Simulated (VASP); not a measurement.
ZnSe (relaxed from the zinc blende structure, space group F-43m) is relaxed at rising pressure, each step from the one before. Symmetry mostly holds the structure type, and other phases were not tried. The mesh follows the cell, and a change of mesh leaves a small step in the series.

Input:

```cif
data_Se4Zn4
_chemical_formula_sum 'Zn4 Se4'
_space_group_name_H-M_alt 'F-43m'
_space_group_IT_number 216
_space_group_name_Hall 'F -4 2 3'
_cell_length_a 5.64293
_cell_length_b 5.64293
_cell_length_c 5.64293
_cell_angle_alpha 90.000
_cell_angle_beta 90.000
_cell_angle_gamma 90.000
loop_
_atom_site_label
_atom_site_type_symbol
_atom_site_symmetry_multiplicity
_atom_site_Wyckoff_symbol
_atom_site_fract_x
_atom_site_fract_y
_atom_site_fract_z
_atom_site_occupancy
Zn1 Zn 4 a 0.00000 0.00000 0.00000 1
Se1 Se 4 d 0.75000 0.75000 0.75000 1
```
(The calculation used a cell of 2 atoms; values per cell refer to that cell.)

Computed with PBEsol GGA, VASP's PBE PAW potentials (set 64) (plane waves; VASP). Settings: 500 eV cut-off, 8×8×8 Γ-centred mesh, Gaussian smearing of 0.050 eV, potentials Zn Se.

```tsv
P (GPa)	V (Å³/atom)	H − H(0) (eV/atom)	space group	k-mesh
0	22.46	0.000	F-43m	8×8×8
5	21.01	0.677	F-43m	8×8×8
10	19.96	1.315	F-43m	8×8×8
20	18.44	2.509	F-43m	9×9×9
30	17.36	3.624	F-43m	9×9×9
45	16.17	5.190	F-43m	9×9×9
```

Pressures at which the relaxation failed are left out.

The structure was generated: ZnSe was put into the zinc blende type (F-43m), which need not be its known phase.
